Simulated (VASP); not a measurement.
## Nb5P4Pd4: single point with PBE

Crystal: Nb5P4Pd4.

```
CELL_PARAMETERS angstrom
5.93686 0.64785 -1.02660
-0.35470 5.87558 0.76739
0.12637 0.69317 6.20443
ATOMIC_POSITIONS crystal
Nb 0.55280 0.17062 0.27909
Nb 0.26201 0.05159 0.84148
Nb 0.74456 0.93255 0.98098
Nb 0.43736 0.73745 0.24579
Nb 0.97338 0.55423 0.21227
Pd 0.50569 0.77932 0.64997
Pd 0.30937 0.51414 0.95098
Pd 0.87278 0.32639 0.59375
Pd 0.93708 0.74005 0.73145
P 0.06072 0.18502 0.11913
P 0.26760 0.39294 0.55250
P 0.59961 0.35357 0.85082
P 0.17356 0.96652 0.46887
```

The cell was built by a generator and needn't be a form met in nature.

* Program: VASP 6.6.1
* Task: single point
* Functional: PBE
* Potentials or basis: VASP PAW PBE potentials, release 64 (Nb_sv, Pd, P)
* Cutoff: 520 eV
* k mesh: 3 × 3 × 3
* Occupations: fermi-dirac, width 0.05 eV
* Spin: no spin polarisation
* Dipole correction: no
* Further INCAR settings: ALGO = Fast; EDIFF = 1e-06; NBANDS = 74

* Pressure: 5.9 GPa
* Largest force: 1.919 eV/Å
* Band gap on the k mesh: none (metal or under the smearing width)

Forces in eV/Å, atoms in the order of the input:
```
Nb  -0.161  0.068  0.436
Nb  -0.052 -0.095  0.626
Nb  -0.434  1.814 -0.076
Nb   0.675 -0.750  0.385
Nb  -0.048  0.327  0.425
Pd   0.961 -0.369  0.327
Pd  -1.872 -0.382  0.186
Pd  -0.811 -0.123  0.834
Pd   0.499 -0.087 -1.128
P    0.119  0.095  0.440
P    0.137  0.871 -1.086
P    1.678 -0.793 -0.395
P   -0.691 -0.575 -0.974
```

Stress tensor (GPa, compression positive):
```
 4.80 -4.19  1.94
-4.19  4.44  1.45
 1.94  1.45  8.49
```

Levels at points of the mesh, in eV from the Fermi level:
| k point | band 60 | band 61 | band 62 | band 63 | band 64 | band 65 |
| --- | --- | --- | --- | --- | --- | --- |
| (0.00, 0.00, 0.00) | -0.54 | -0.27 | -0.18 | -0.03 | 0.29 | 0.43 |

It took 8.1 min on 1 thread of AMD EPYC 9R45 96-Core Processor (Zen 5) (shared host), peak memory 0.4 GiB.

Caveat: the k mesh is coarse (spacing up to 0.36 Å⁻¹), so the values aren't converged.
